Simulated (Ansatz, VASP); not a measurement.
## AlNi: VASP beside Ansatz

One calculation is typed for both programs; each brings its own data sets. How far apart do they land? The cell is taken from a series of runs on this material, whose earlier steps may have relaxed, scaled, displaced or heated it; both programs get it as it stands.

Program: Ansatz 0.2.0. Level of theory: plane waves, with VASP 6.6.1 beside it; zone-centre phonons at LDA. Results are calculated unless marked as measured.

### 1. The starting structure

It takes space group Cmmm (No. 65, orthorhombic). Conventional cell: a = 4.014 Å, b = 4.125 Å, c = 2.782 Å, α = 90.00°, β = 90.00°, γ = 90.00°. Nearest to Al lie 8 Ni at 2.44 to 2.49 Å. Nearest to Ni lie 8 Al at 2.44 to 2.49 Å. Farther neighbours are not listed.

Coordinates:

```cif
data_structure
_symmetry_space_group_name_H-M 'Cmmm'
_symmetry_Int_Tables_number 65
_cell_length_a 4.0141
_cell_length_b 4.1251
_cell_length_c 2.7820
_cell_angle_alpha 90.000
_cell_angle_beta 90.000
_cell_angle_gamma 90.000
_cell_volume 46.07
loop_
_atom_site_label
_atom_site_type_symbol
_atom_site_symmetry_multiplicity
_atom_site_Wyckoff_symbol
_atom_site_fract_x
_atom_site_fract_y
_atom_site_fract_z
_atom_site_occupancy
Al1 Al 2 a 0.00000 0.00000 0.00000 1
Ni1 Ni 2 c 0.00000 0.50000 0.50000 1
```

### 2. VASP: zone-centre phonons, LDA

Second derivatives magnify differences that forces hide, and they need a tight electronic threshold.

Lines of VASP's logs that name or quote its potential files are left out, and so is its time.

INCAR reads:

```
SYSTEM = AlNi
PREC = Accurate
ENCUT = 600
EDIFF = 1E-08
NELM = 120
ISMEAR = 1
SIGMA = 0.2
LREAL = .FALSE.
ALGO = Normal
GGA = CA
NBANDS = 12
LASPH = .TRUE.
LORBIT = 11
LWAVE = .FALSE.
LCHARG = .FALSE.
ISIF = 2
IBRION = 8
GGA_COMPAT = .FALSE.
KPAR = 2
```

POSCAR reads:

```
AlNi
1.0
    2.8776309605      0.0392431548      0.0000000000
    0.0392431548      2.8776309605      0.0000000000
    0.0000000000      0.0000000000      2.7820255421
Al Ni
1 1
Direct
    0.0000000000      0.0000000000      0.0000000000
    0.5000000000      0.5000000000      0.5000000000
```

KPOINTS reads:

```
Automatic mesh
0
Gamma
16 16 16
0 0 0
```

The projector-augmented-wave data sets are Al and Ni (LDA family, release 64).

Command:

```console
mpirun -np 2 vasp_std
```

Numbers of over 12 decimals in the logs are rounded to 6 here.

The log of the run:

```text
[banner, memory and clock lines left out]
running    2 mpi-ranks, on    1 nodes
 distrk:  each k-point on    1 cores,    2 groups
 distr:  one band on    1 cores,    1 groups

 POSCAR found type information on POSCAR AlNi
 POSCAR found :  2 types and       2 ions
 LDA part: xc-table for (Slater(with rela. corr.)+CA(PZ))
 , standard interpolation
 POSCAR, INCAR and KPOINTS ok, starting setup
 FFT: planning ... GRIDC
 FFT: planning ... GRID_SOFT
 FFT: planning ... GRID
 WAVECAR not read
 entering main loop
       N       E                     dE             d eps       ncg     rms          rms(c)
DAV:   1     0.435501416262E+02    0.43550E+02   -0.61911E+03 15876   0.130E+03
DAV:   2    -0.118165689779E+02   -0.55367E+02   -0.51186E+02 16136   0.208E+02
DAV:   3    -0.135925251154E+02   -0.17760E+01   -0.17542E+01 19052   0.436E+01
DAV:   4    -0.136162094700E+02   -0.23684E-01   -0.23676E-01 17644   0.454E+00
DAV:   5    -0.136168044836E+02   -0.59501E-03   -0.59500E-03 18904   0.800E-01    0.120E+01
DAV:   6    -0.152219505491E+02   -0.16051E+01   -0.45412E+01 17548   0.110E+02    0.147E+01
DAV:   7    -0.122128642390E+02    0.30091E+01   -0.13721E+01 17732   0.660E+01    0.102E+00
DAV:   8    -0.121986604301E+02    0.14204E-01   -0.28879E-01 19040   0.614E+00    0.102E+00
DAV:   9    -0.121829725784E+02    0.15688E-01   -0.46876E-02 19184   0.322E+00    0.170E-01
DAV:  10    -0.121826007792E+02    0.37180E-03   -0.10883E-03 19216   0.487E-01    0.805E-02
DAV:  11    -0.121826017187E+02   -0.93951E-06   -0.35799E-05 19352   0.583E-02    0.217E-02
DAV:  12    -0.121826010745E+02    0.64415E-06   -0.32988E-06 20560   0.299E-02    0.465E-03
DAV:  13    -0.121826008914E+02    0.18310E-06   -0.60185E-07 23884   0.845E-03    0.147E-03
DAV:  14    -0.121826008930E+02   -0.15361E-08   -0.22558E-08 11832   0.174E-03
   1 F= -.12182601E+02 E0= -.12182605E+02  d E =0.134292E-04
 Linear response reoptimize wavefunctions to high precision
DAV:   1    -0.121826008924E+02    0.58890E-09   -0.11247E-08 18388   0.179E-03
DAV:   2    -0.121826008924E+02   -0.10004E-10   -0.11696E-10  8920   0.103E-04
 Linear response DOF=           4
 Linear response progress:
  Degree of freedom:   1/  4
       N       E                     dE             d eps       ncg     rms          rms(c)
RMM:   1    -0.600172214864E-02   -0.60017E-02    0.35189E-03 62671   0.673E-01
RMM:   2    -0.567803655669E-02    0.32369E-03   -0.26843E-05 41275   0.243E-01    0.623E-02
RMM:   3    -0.566065189628E-02    0.17385E-04   -0.11759E-04 45810   0.883E-02    0.303E-02
RMM:   4    -0.572667867823E-02   -0.66027E-04   -0.46620E-05 45343   0.529E-02    0.601E-03
RMM:   5    -0.573059822838E-02   -0.39196E-05   -0.36521E-06 46850   0.126E-02    0.150E-03
RMM:   6    -0.572966109691E-02    0.93713E-06   -0.14990E-07 45054   0.335E-03    0.920E-04
RMM:   7    -0.572964591127E-02    0.15186E-07   -0.21889E-08 43550   0.164E-03    0.649E-04
RMM:   8    -0.572974752857E-02   -0.10162E-06   -0.44236E-09 49392   0.498E-04    0.198E-04
RMM:   9    -0.572978932734E-02   -0.41799E-07   -0.47138E-10 49839   0.136E-04    0.357E-05
RMM:  10    -0.572976906452E-02    0.20263E-07   -0.96051E-11 49737   0.461E-05    0.493E-06
RMM:  11    -0.572977749263E-02   -0.84281E-08   -0.65066E-11 49923   0.187E-05    0.114E-06
 first order change of Fermi-energy   0.85300E-04
 force on displaced ion       1 direction 1 :  -6.177   0.833   0.000
 Linear response progress:
  Degree of freedom:   2/  4
       N       E                     dE             d eps       ncg     rms          rms(c)
RMM:   1    -0.537735476793E-02   -0.53774E-02    0.10067E-03 34909   0.610E-01
RMM:   2    -0.510601109693E-02    0.27134E-03   -0.97797E-05 23449   0.214E-01    0.565E-02
RMM:   3    -0.509439265108E-02    0.11618E-04   -0.85807E-05 25656   0.757E-02    0.287E-02
RMM:   4    -0.515527574273E-02   -0.60883E-04   -0.38344E-05 25414   0.477E-02    0.551E-03
RMM:   5    -0.515837920826E-02   -0.31035E-05   -0.27118E-06 26279   0.112E-02    0.175E-03
RMM:   6    -0.515815984098E-02    0.21937E-06   -0.12626E-07 24480   0.342E-03    0.937E-04
RMM:   7    -0.515818155370E-02   -0.21713E-07   -0.20527E-08 23916   0.183E-03    0.521E-04
RMM:   8    -0.515829900666E-02   -0.11745E-06   -0.51607E-09 27770   0.513E-04    0.223E-04
RMM:   9    -0.515838956445E-02   -0.90558E-07   -0.45535E-10 27631   0.132E-04    0.149E-05
RMM:  10    -0.515836781694E-02    0.21748E-07    0.58731E-11 27692   0.402E-05    0.100E-05
RMM:  11    -0.515837264976E-02   -0.48328E-08   -0.25382E-11 27446   0.151E-05    0.700E-07
 first order change of Fermi-energy  -0.17975E-03
 force on displaced ion       1 direction 3 :   0.000   0.000  -6.117
 Linear response progress:
  Degree of freedom:   3/  4
       N       E                     dE             d eps       ncg     rms          rms(c)
RMM:   1    -0.188337935411E+00   -0.18834E+00   -0.10074E-01 41369   0.270E+00
RMM:   2    -0.186841370749E+00    0.14966E-02   -0.17692E-03 41677   0.526E-01    0.130E-01
RMM:   3    -0.186858701033E+00   -0.17330E-04   -0.14611E-04 44788   0.103E-01    0.766E-02
RMM:   4    -0.187265115167E+00   -0.40641E-03   -0.17135E-04 48288   0.101E-01    0.533E-03
RMM:   5    -0.187248606141E+00    0.16509E-04   -0.34770E-06 49375   0.196E-02    0.328E-03
RMM:   6    -0.187245534090E+00    0.30721E-05   -0.25155E-07 44924   0.619E-03    0.231E-03
RMM:   7    -0.187238658604E+00    0.68755E-05   -0.11496E-07 49242   0.365E-03    0.510E-04
RMM:   8    -0.187234658367E+00    0.40002E-05   -0.95283E-09 51039   0.814E-04    0.920E-05
RMM:   9    -0.187234263476E+00    0.39489E-06   -0.18174E-09 51760   0.202E-04    0.251E-05
RMM:  10    -0.187234055138E+00    0.20834E-06   -0.13839E-09 52264   0.647E-05    0.800E-06
RMM:  11    -0.187234058884E+00   -0.37451E-08   -0.13029E-09 51312   0.344E-05    0.140E-06
 first order change of Fermi-energy  -0.72855E-03
 force on displaced ion       2 direction 1 :  -6.187   0.829   0.000
 Linear response progress:
  Degree of freedom:   4/  4
       N       E                     dE             d eps       ncg     rms          rms(c)
RMM:   1    -0.186774863553E+00   -0.18677E+00   -0.98273E-02 23254   0.269E+00
RMM:   2    -0.185585773996E+00    0.11891E-02   -0.17874E-03 23352   0.512E-01    0.126E-01
RMM:   3    -0.185556398817E+00    0.29375E-04   -0.13542E-04 25092   0.101E-01    0.749E-02
RMM:   4    -0.185911865949E+00   -0.35547E-03   -0.18773E-04 26941   0.107E-01    0.598E-03
RMM:   5    -0.185898953709E+00    0.12912E-04   -0.38113E-06 27352   0.218E-02    0.446E-03
RMM:   6    -0.185892330327E+00    0.66234E-05   -0.30488E-07 24491   0.705E-03    0.269E-03
RMM:   7    -0.185882508972E+00    0.98214E-05   -0.81783E-08 27801   0.277E-03    0.338E-04
RMM:   8    -0.185879345080E+00    0.31639E-05   -0.25224E-09 28838   0.558E-04    0.655E-05
RMM:   9    -0.185879057435E+00    0.28764E-06   -0.18326E-09 28413   0.197E-04    0.297E-05
RMM:  10    -0.185878772914E+00    0.28452E-06   -0.12158E-09 27519   0.873E-05    0.529E-06
RMM:  11    -0.185878791448E+00   -0.18534E-07   -0.14465E-09 29680   0.407E-05    0.144E-06
RMM:  12    -0.185878793773E+00   -0.23248E-08   -0.12278E-09 27843   0.237E-05    0.103E-06
 first order change of Fermi-energy   0.27050E-02
 force on displaced ion       2 direction 3 :   0.000   0.000  -6.108
 Linear response finished
```

Parts of OUTCAR (step 2):

```text
ion  position               nearest neighbor table
   1  0.000  0.000  0.000-   2 2.44   2 2.44   2 2.44   2 2.44   2 2.49   2 2.49   2 2.49   2 2.49

  LATTYP: Found a base centered orthorhombic cell.
 ALAT       =     4.0140865301
 B/A-ratio  =     1.0276517217
 C/A-ratio  =     0.6930656629

 Subroutine GETGRP returns: Found  8 space group operations
 (whereof  8 operations were pure point group operations)

The static configuration has the point symmetry D_2h.

 Found    657 irreducible k-points:

   k-points           NKPTS =    657   k-points in BZ     NKDIM =    657   number of bands    NBANDS=     12

   dimension x,y,z NGX =    24 NGY =   24 NGZ =   24
   dimension x,y,z NGXF=    48 NGYF=   48 NGZF=   48

   ENCUT  =  600.0 eV  44.10 Ry    6.64 a.u.   5.75  5.75  5.56*2*pi/ulx,y,z

   NELECT =      13.0000    total number of electrons

 k-points in reciprocal lattice and weights: Automatic mesh
   0.00000000  0.00000000  0.00000000       0.000
   0.06250000  0.00000000  0.00000000       0.001
   0.12500000  0.00000000  0.00000000       0.001
   0.18750000 -0.00000000  0.00000000       0.001
   0.25000000  0.00000000  0.00000000       0.001
   0.31250000 -0.00000000  0.00000000       0.001
   0.37500000 -0.00000000  0.00000000       0.001
   0.43750000 -0.00000000  0.00000000       0.001
   0.50000000  0.00000000  0.00000000       0.000
[...]
-0.43750000  0.43750000  0.50000000       0.000
   0.50000000  0.50000000  0.50000000       0.000

 average (electrostatic) potential at core
       1 -67.8462       2 -81.1069

  Total       -0.4572210     -0.4572210      0.0538418     -0.5008710      0.0000000      0.0000000
  in kB      -31.8043268    -31.8043268      3.7452404    -34.8406255      0.0000000      0.0000000
  external PRESSURE =     -19.9544711 kB  Pullay stress =       0.0000000 kB

  energy-cutoff  :      600.00
  volume of cell :       23.03
      direct lattice vectors                 reciprocal lattice vectors
     2.877630960  0.039243155  0.000000000     0.347572717 -0.004739958  0.000000000
     0.039243155  2.877630960  0.000000000    -0.004739958  0.347572717  0.000000000
     0.000000000  0.000000000  2.782025542     0.000000000  0.000000000  0.359450330

 POSITION                                       TOTAL-FORCE (eV/Angst)
 -----------------------------------------------------------------------------------
      0.00000      0.00000      0.00000        -0.000000      0.000000      0.000000
      1.45844      1.45844      1.39101         0.000000      0.000000      0.000000
 -----------------------------------------------------------------------------------
    total drift:                                0.000000     -0.000000     -0.000000

 Eigenvectors and eigenvalues of the dynamical matrix
 ----------------------------------------------------

   1 f  =    9.629149 THz    60.501726 2PiTHz  321.193831 cm-1    39.822942 meV
             X         Y         Z           dx          dy          dz
      0.000000  0.000000  0.000000     0.585199   -0.585199    0.000000
      1.458437  1.458437  1.391013    -0.396916    0.396916    0.000000

   2 f  =    8.991126 THz    56.492908 2PiTHz  299.911667 cm-1    37.184291 meV
             X         Y         Z           dx          dy          dz
      0.000000  0.000000  0.000000     0.000000    0.000000    0.827874
      1.458437  1.458437  1.391013     0.000000    0.000000   -0.560914

   3 f  =    8.409559 THz    52.838820 2PiTHz  280.512709 cm-1    34.779128 meV
             X         Y         Z           dx          dy          dz
      0.000000  0.000000  0.000000     0.585013    0.585013    0.000000
      1.458437  1.458437  1.391013    -0.397189   -0.397189    0.000000

   4 f/i=    0.001518 THz     0.009540 2PiTHz    0.050644 cm-1     0.006279 meV
             X         Y         Z           dx          dy          dz
      0.000000  0.000000  0.000000    -0.396916    0.396916    0.000000
      1.458437  1.458437  1.391013    -0.585199    0.585199    0.000000

   5 f/i=    0.003033 THz     0.019055 2PiTHz    0.101160 cm-1     0.012542 meV
             X         Y         Z           dx          dy          dz
      0.000000  0.000000  0.000000     0.000000    0.000000   -0.560914
      1.458437  1.458437  1.391013     0.000000    0.000000   -0.827874

   6 f/i=    0.005262 THz     0.033064 2PiTHz    0.175532 cm-1     0.021763 meV
             X         Y         Z           dx          dy          dz
      0.000000  0.000000  0.000000    -0.397189   -0.397189    0.000000
      1.458437  1.458437  1.391013    -0.585013   -0.585013    0.000000

 ELASTIC MODULI CONTR FROM IONIC RELAXATION (kBar)
 Direction    XX          YY          ZZ          XY          YZ          ZX
 --------------------------------------------------------------------------------
 XX           0.0000      0.0000      0.0000      0.0000      0.0000      0.0000
 YY           0.0000      0.0000      0.0000      0.0000      0.0000      0.0000
 ZZ           0.0000      0.0000      0.0000      0.0000      0.0000      0.0000
 XY           0.0000      0.0000      0.0000      0.0000      0.0000      0.0000
 YZ           0.0000      0.0000      0.0000      0.0000      0.0000      0.0000
 ZX           0.0000      0.0000      0.0000      0.0000      0.0000      0.0000
 --------------------------------------------------------------------------------
```

This run has no spin polarisation, so a moment on Ni, if there is one, isn't seen. Its electron count is odd, so without a moment it is a metal by construction.

[end of part 1 of 2]

[Lines on the potential files, build, host, timing and source positions are cut from VASP's logs without a mark.]

[Logs are printed without paths, hosts, clocks, repeated set-up lines and the standing remarks that a program may print on its own settings, such as how far it seeks lower states.]

[Hosts, paths, dates, database ids (printed as entryN), source tags and the programs' standing remarks are cut or masked in the printed files.]
